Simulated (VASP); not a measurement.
All values below come from PBE GGA with spin-orbit coupling, VASP's PBE PAW potentials (set 64) (plane waves; VASP 6.6.1).

Input for VASP

### KPOINTS
```
Automatic mesh
0
Gamma
10 10 3
0 0 0
```

INCAR:
```
NELM=100
LSORBIT=T
PREC=Accurate
LMAXMIX=4   # l cut-off of mixed one-centre charges
LASPH=T
LCHARG=F
ISMEAR=0
ENCUT=300   # plane-wave cut-off (eV)
LNONCOLLINEAR=T
LWAVE=F
SIGMA=0.2
LORBIT=11
ISIF=2
LREAL=F
ALGO=Normal   # blocked Davidson
EDIFF=1E-6   # SCF stop (eV)
SYSTEM=Zr
GGA_COMPAT=F
GGA=PE
MAGMOM=0.0 0.0 0.0 0.0 0.0 0.0 0.0 0.0 0.0 0.0 0.0 0.0
```

File POSCAR:
```
Zr
1
    3.1852960000     0.0000000000     0.0000000000
   -1.5926480000     2.7585480000     0.0000000000
    0.0000000000     0.0000000000    10.2487130000
Zr
4
Direct
  0.0000000000   0.0000000000   0.0000000000
  0.0000000000   0.0000000000   0.5000000000
  0.3333330000   0.6666670000   0.2500000000
  0.6666670000   0.3333330000   0.7500000000
```

POTCAR, in this order: Zr_sv (PBE.64 set). Program: vasp_ncl.

At this cut-off the stress carries a Pulay error, which pulls relaxed volumes low.

Problem. Estimate the energy per atom (σ→0), pressure, band gap (on the k-mesh).

Solution. 
```
Quantity                                                    Result
------------------------  ----------------------------------------
energy per atom (σ→0)                               -8.525 eV/atom
band gap (on the k-mesh)  none (metal, semimetal or under 0.01 eV)
pressure                                                  3.08 GPa
```

OSZICAR:
```
...
DAV:   9    -0.341660650112E+02   -0.32813E-02   -0.80581E-02  4072   0.199E+00    0.357E-01
DAV:  10    -0.341624062126E+02    0.36588E-02   -0.20240E-02  4120   0.107E+00    0.127E-01
DAV:  11    -0.341623798250E+02    0.26388E-04   -0.13319E-03  4184   0.193E-01    0.294E-02
DAV:  12    -0.341623268364E+02    0.52989E-04   -0.76975E-05  4728   0.610E-02    0.167E-02
DAV:  13    -0.341622893869E+02    0.37449E-04   -0.11069E-05  4176   0.222E-02    0.279E-03
DAV:  14    -0.341622877546E+02    0.16324E-05   -0.36150E-07  2288   0.380E-03    0.145E-03
DAV:  15    -0.341622868946E+02    0.86004E-06   -0.11344E-07  2240   0.218E-03
   1 F= -.34162287E+02 E0= -.34101985E+02  d E =-.120603E+00  mag=     0.0000     0.0000     0.0000
```

The structure was generated: Zr was put into an ordered model structure, which need not be its known phase. The cell was not relaxed at this level. The run is one of a series of settings (GGA = PE, GGA_COMPAT = .FALSE., LNONCOLLINEAR = .TRUE., LSORBIT = .TRUE., MAGMOM = 0.0 0.0 0.0 0.0 0.0 0.0 0.0 0.0 0.0 0.0 0.0 0.0, POTCAR Zr_sv (PBE.64 set), program vasp_ncl against the base run), some of them coarse on purpose.
